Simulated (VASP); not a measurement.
# MoI (F-43m) in VASP: notebook, part 2 of 2

VASP 6.6.1. Earlier steps stand in the parts before.

### 4 Single point, HSE(alpha, omega)

The input, POSCAR:

```
MoI
1.0
    0.0000000000      3.1788513800      3.1788513800
    3.1788513800      0.0000000000      3.1788513800
    3.1788513800      3.1788513800      0.0000000000
Mo I
1 1
Direct
    0.0000000000      0.0000000000      0.0000000000
    0.7500000000      0.7500000000      0.7500000000
```

The input, INCAR.step1:

```
SYSTEM = MoI
PREC = Accurate ; ENCUT = 520
EDIFF = 1E-5 ; ISMEAR = -1
SIGMA = 0.05 ; LREAL = .False.
LASPH = .True. ; NELM = 100
ALGO = Normal ; ISIF = 2
LWAVE = .True. ; LCHARG = .False.
NBANDS = 18 ; GGA = PE
```

The input, INCAR.step2:

```
SYSTEM = MoI
PREC = Accurate ; ENCUT = 520
EDIFF = 1E-6 ; ISMEAR = -1
SIGMA = 0.05 ; LREAL = .False.
LASPH = .True. ; NELM = 100
ALGO = Normal ; ISIF = 2
LWAVE = .False. ; LCHARG = .False.
GGA = PE ; LHFCALC = .True.
HFSCREEN = 0.2 ; AEXX = 0.5
PRECFOCK = Fast ; NBANDS = 18
ISTART = 1
```

The input, KPOINTS:

```
regular mesh
0
Gamma
  4 4 4
  0 0 0
```

Potentials or basis: VASP PAW PBE potentials, release 64 (Mo_sv, I).

Run with:

```sh
> cat potpaw_PBE.64/Mo_sv/POTCAR potpaw_PBE.64/I/POTCAR > POTCAR
> cp INCAR.step1 INCAR
> mpirun -np 1 vasp_std > vasp.out
> cp INCAR.step2 INCAR
> mpirun -np 1 vasp_std > vasp.out
```

OUTCAR:

```text
SYSTEM = MoI
   PREC = Accurate
   ENCUT = 520
   EDIFF = 1E-6
   ISMEAR = -1
   LREAL = .False.
   LASPH = .True.
   NELM = 100
   ISIF = 2
   GGA = PE
   LHFCALC = .True.
   HFSCREEN = 0.2
   AEXX = 0.5
   PRECFOCK = Fast
   ISTART = 1

 ion  position               nearest neighbor table
   1  0.000  0.000  0.000-   2 2.75   2 2.75   2 2.75   2 2.75
   2  0.750  0.750  0.750-   1 2.75   1 2.75   1 2.75   1 2.75

  LATTYP: Found a face centered cubic cell.
 ALAT       =     6.3577027600

[... 346 lines left out ...]

------------------------ aborting loop because EDIFF is reached ----------------------------------------

  FORCE on cell =-STRESS in cart. coord.  units (eV):
  Direction    XX          YY          ZZ          XY          YZ          ZX
  --------------------------------------------------------------------------------------
  -------------------------------------------------------------------------------------
  Total       -2.8892040     -2.8892040     -2.8892040     -0.0000000     -0.0000000      0.0000000
  in kB      -72.0523456    -72.0523456    -72.0523456     -0.0000000     -0.0000000      0.0000000
  external PRESSURE =     -72.0523456 kB  Pullay stress =       0.0000000 kB

 VOLUME and BASIS-vectors are now :
 -----------------------------------------------------------------------------
  energy-cutoff  :      520.00
  volume of cell :       64.25
      direct lattice vectors                 reciprocal lattice vectors
     0.000000000  3.178851380  3.178851380    -0.157289518  0.157289518  0.157289518
     3.178851380  0.000000000  3.178851380     0.157289518 -0.157289518  0.157289518
     3.178851380  3.178851380  0.000000000     0.157289518  0.157289518 -0.157289518

 POSITION                                       TOTAL-FORCE (eV/Angst)
 -----------------------------------------------------------------------------------
      0.00000      0.00000      0.00000        -0.000000     -0.000000     -0.000000
      4.76828      4.76828      4.76828         0.000000      0.000000      0.000000
 -----------------------------------------------------------------------------------
    total drift:                               -0.000001      0.000006     -0.000002

  FREE ENERGIE OF THE ION-ELECTRON SYSTEM (eV)
  ---------------------------------------------------
  free  energy   TOTEN  =       -14.8087495777 eV

  energy  without entropy=      -14.8019468456  energy(sigma->0) =      -14.80534821
```

OSZICAR.step1:

```text
N       E                     dE             d eps       ncg     rms          rms(c)
DAV:   1     0.126101988570E+03    0.12610E+03   -0.99133E+03   296   0.101E+03
DAV:   2    -0.543464153133E+01   -0.13154E+03   -0.12848E+03   362   0.264E+02
DAV:   3    -0.947270996709E+01   -0.40381E+01   -0.39984E+01   338   0.405E+01
DAV:   4    -0.953558657016E+01   -0.62877E-01   -0.62851E-01   364   0.495E+00
DAV:   5    -0.953598812587E+01   -0.40156E-03   -0.40153E-03   320   0.351E-01    0.669E+00
DAV:   6    -0.946781109528E+01    0.68177E-01   -0.25224E-01   304   0.327E+00    0.341E+00
DAV:   7    -0.945542942220E+01    0.12382E-01   -0.35380E-02   302   0.102E+00    0.135E+00
DAV:   8    -0.945397786955E+01    0.14516E-02   -0.16651E-02   304   0.879E-01    0.330E-01
DAV:   9    -0.945415911486E+01   -0.18125E-03   -0.16113E-03   304   0.276E-01    0.543E-02
DAV:  10    -0.945416655620E+01   -0.74413E-05   -0.57024E-05   342   0.453E-02
   1 F= -.94541666E+01 E0= -.94396449E+01  d E =-.290433E-01
```

Run time: 5.2 min. Hardware: 1 thread of Intel Xeon Platinum 8559C (Emerald Rapids), shared host; peak memory 0.29 GiB.

What came out:

| Item | Value |
| --- | --- |
| Free energy | -14.8087 eV |
| Pressure | -7.2 GPa |
| Band gap on the k mesh | none (metal or under the smearing width) |

Caveat: the k mesh is coarse (spacing up to 0.43 Å⁻¹), so the values aren't converged, least of all with exact exchange; the PAW data sets were made with another functional, which shifts forces and pressure a little; an odd number of electrons without spin polarisation forces a metal; a magnetic or distorted state may lie lower. The run has no spin-orbit coupling, so splittings on I are missing.

### 5 Single point, HSE(alpha, omega)

POSCAR is that of step 4.

The input, INCAR.step1:

```
ALGO = Normal ; EDIFF = 1E-5
ENCUT = 600 ; GGA = PE
ISIF = 2 ; ISMEAR = -1
LASPH = True ; LCHARG = False
LREAL = False ; LWAVE = True
NBANDS = 18 ; NELM = 100
PREC = Accurate ; SIGMA = 0.05
```

The input, INCAR.step2:

```
AEXX = 0.05 ; ALGO = Normal
EDIFF = 1E-6 ; ENCUT = 600
GGA = PE ; HFSCREEN = 0.2
ISIF = 2 ; ISMEAR = -1
ISTART = 1 ; LASPH = True
LCHARG = False ; LHFCALC = True
LREAL = False ; LWAVE = False
NBANDS = 18 ; NELM = 100
PREC = Accurate ; PRECFOCK = Fast
SIGMA = 0.05
```

The input, KPOINTS:

```
k-points
0
Gamma
  2 2 2
```

Potentials or basis: VASP PAW PBE potentials, release 64 (Mo_sv, I).

Run with:

```sh
> cat potpaw_PBE.64/Mo_sv/POTCAR potpaw_PBE.64/I/POTCAR > POTCAR
> cp INCAR.step1 INCAR
> mpirun -np 1 vasp_std > vasp.out
> cp INCAR.step2 INCAR
> mpirun -np 1 vasp_std > vasp.out
```

OUTCAR:

```text
AEXX = 0.05
   EDIFF = 1E-6
   ENCUT = 600
   GGA = PE
   HFSCREEN = 0.2
   ISIF = 2
   ISMEAR = -1
   ISTART = 1
   LASPH = True
   LHFCALC = True
   LREAL = False
   NELM = 100
   PREC = Accurate
   PRECFOCK = Fast

 ion  position               nearest neighbor table
   1  0.000  0.000  0.000-   2 2.75   2 2.75   2 2.75   2 2.75
   2  0.750  0.750  0.750-   1 2.75   1 2.75   1 2.75   1 2.75

  LATTYP: Found a face centered cubic cell.
 ALAT       =     6.3577027600

  Lattice vectors:

 A1 = (   0.0000000000,   3.1788513800,   3.1788513800)
 A2 = (   3.1788513800,   0.0000000000,   3.1788513800)
 A3 = (   3.1788513800,   3.1788513800,   0.0000000000)

Analysis of symmetry for initial positions (statically):
=====================================================================
 Subroutine PRICEL returns:
 Original cell was already a primitive cell.

 Routine SETGRP: Setting up the symmetry group for a
 face centered cubic supercell.

 Subroutine GETGRP returns: Found 24 space group operations
[... 146 lines left out ...]
  ext. energy  EPLUGINS =         0.00000000
  ---------------------------------------------------
  free energy    TOTEN  =        -9.30813121 eV

  energy without entropy =       -9.27777927  energy(sigma->0) =       -9.29295524

 E-fermi :   5.7002     XC(G=0):  -8.8725

 val. band max:        5.5726314367   @ k =   0.5000   0.0000   0.0000
 cond. band min:       5.8028070509   @ k =   0.5000   0.5000   0.0000
 fundamental gap:      0.2301756143
 Fermi energy:         5.7001886553

 k-point     1 :       0.0000    0.0000    0.0000
  band No.  band energies     occupation
      1     -55.5890      2.00000
      2     -29.4509      2.00000
      3     -29.4509      2.00000
      4     -29.4509      2.00000
      5      -9.3402      2.00000
      6       0.7921      2.00000
[... 40 lines left out ...]
      5      -8.8697      2.00000
      6      -0.3232      2.00000
[... 10 lines left out ...]
     17      14.6949      0.00000
     18      15.3104      0.00000

------------------------ aborting loop because EDIFF is reached ----------------------------------------

  FORCE on cell =-STRESS in cart. coord.  units (eV):
  Direction    XX          YY          ZZ          XY          YZ          ZX
  --------------------------------------------------------------------------------------
  -------------------------------------------------------------------------------------
  Total       -2.0450587     -2.0450587     -2.0450587     -0.0000000      0.0000000      0.0000000
  in kB      -51.0006478    -51.0006478    -51.0006478     -0.0000000      0.0000000      0.0000000
  external PRESSURE =     -51.0006478 kB  Pullay stress =       0.0000000 kB

 VOLUME and BASIS-vectors are now :
 -----------------------------------------------------------------------------
  energy-cutoff  :      600.00
  volume of cell :       64.25
      direct lattice vectors                 reciprocal lattice vectors
     0.000000000  3.178851380  3.178851380    -0.157289518  0.157289518  0.157289518
     3.178851380  0.000000000  3.178851380     0.157289518 -0.157289518  0.157289518
     3.178851380  3.178851380  0.000000000     0.157289518  0.157289518 -0.157289518

 POSITION                                       TOTAL-FORCE (eV/Angst)
 -----------------------------------------------------------------------------------
      0.00000      0.00000      0.00000        -0.000000     -0.000000     -0.000000
      4.76828      4.76828      4.76828         0.000000      0.000000      0.000000
 -----------------------------------------------------------------------------------
    total drift:                                0.000000     -0.000001      0.000001

  FREE ENERGIE OF THE ION-ELECTRON SYSTEM (eV)
  ---------------------------------------------------
  free  energy   TOTEN  =        -9.3081312078 eV

  energy  without entropy=       -9.2777792665  energy(sigma->0) =       -9.29295524
```

OSZICAR.step1:

```text
N       E                     dE             d eps       ncg     rms          rms(c)
DAV:   1     0.160071041263E+03    0.16007E+03   -0.10783E+04   108   0.115E+03
DAV:   2    -0.285865220524E+01   -0.16293E+03   -0.15949E+03   138   0.290E+02
DAV:   3    -0.883879270292E+01   -0.59801E+01   -0.59368E+01   128   0.505E+01
DAV:   4    -0.892769806673E+01   -0.88905E-01   -0.88864E-01   148   0.613E+00
DAV:   5    -0.892888147279E+01   -0.11834E-02   -0.11834E-02   126   0.515E-01    0.680E+00
DAV:   6    -0.886610945216E+01    0.62772E-01   -0.25670E-01   114   0.319E+00    0.352E+00
DAV:   7    -0.885427741170E+01    0.11832E-01   -0.42285E-02   110   0.109E+00    0.138E+00
DAV:   8    -0.885279610876E+01    0.14813E-02   -0.19729E-02   110   0.954E-01    0.319E-01
DAV:   9    -0.885306238685E+01   -0.26628E-03   -0.17088E-03   116   0.284E-01    0.515E-02
DAV:  10    -0.885308580244E+01   -0.23416E-04   -0.61604E-05   120   0.470E-02    0.304E-02
DAV:  11    -0.885310882363E+01   -0.23021E-04   -0.24725E-05   102   0.271E-02    0.758E-03
DAV:  12    -0.885310911877E+01   -0.29513E-06   -0.17828E-06    92   0.844E-03
   1 F= -.88531091E+01 E0= -.88391165E+01  d E =-.279852E-01
```

It took 33 s on 1 thread of Intel Xeon Platinum 8559C (Emerald Rapids), shared host; peak memory 0.29 GiB.

The run converged, but some of its settings lie outside the range that counts as converged, so its numbers aren't taken as properties of the crystal.

Results:

| Property | Result |
| --- | --- |
| Free energy | -9.3081 eV |
| Pressure | -5.1 GPa |
| Band gap on the k mesh | none (metal or under the smearing width) |

Caveat: the k mesh is coarse (spacing up to 0.86 Å⁻¹), so the values aren't converged, least of all with exact exchange; the PAW data sets were made with another functional, which shifts forces and pressure a little; an odd number of electrons without spin polarisation forces a metal; a magnetic or distorted state may lie lower.

### 6 The reference run

An earlier run on the cell as given: functional PBE; potentials or basis VASP PAW PBE potentials, release 64 (Mo_sv, I); cutoff 520 eV; k mesh 7 × 7 × 7; occupations fermi-dirac, width 0.05 eV; no spin polarisation.

- Pressure: -7.4 GPa
- Band gap on the k mesh: none (metal or under the smearing width)

### 7 Overview

| level | k mesh | share of exact exchange | grid for exact exchange (PRECFOCK) | mesh quality | gap on the mesh (eV) | pressure (GPa) |
| --- | --- | --- | --- | --- | --- | --- |
| HSE(alpha, omega) | 4 × 4 × 4 | 0.3 | Fast | coarse | none | -7.7 |
| HSE(alpha, omega) | 4 × 4 × 4 | 0.4 | Fast | coarse | none | -7.4 |
| HSE(alpha, omega) | 4 × 4 × 4 | 0.5 | Fast | coarse | none | -7.2 |
| PBE | 7 × 7 × 7 | - | - | not flagged | none | -7.4 |

Alike in all rows: task single point; potentials or basis VASP PAW PBE potentials, release 64 (Mo_sv, I); no spin polarisation; cell as given; cutoff (eV) 520; smearing fermi-dirac 0.05 eV.

Caveats: some runs use coarse meshes; an odd number of electrons without spin polarisation forces a metal; a magnetic or distorted state may lie lower; the PAW data sets were made with another functional, which shifts forces and pressure a little (some runs).

Total energies depend on the potentials used, so only differences within one code and one set of settings carry meaning.
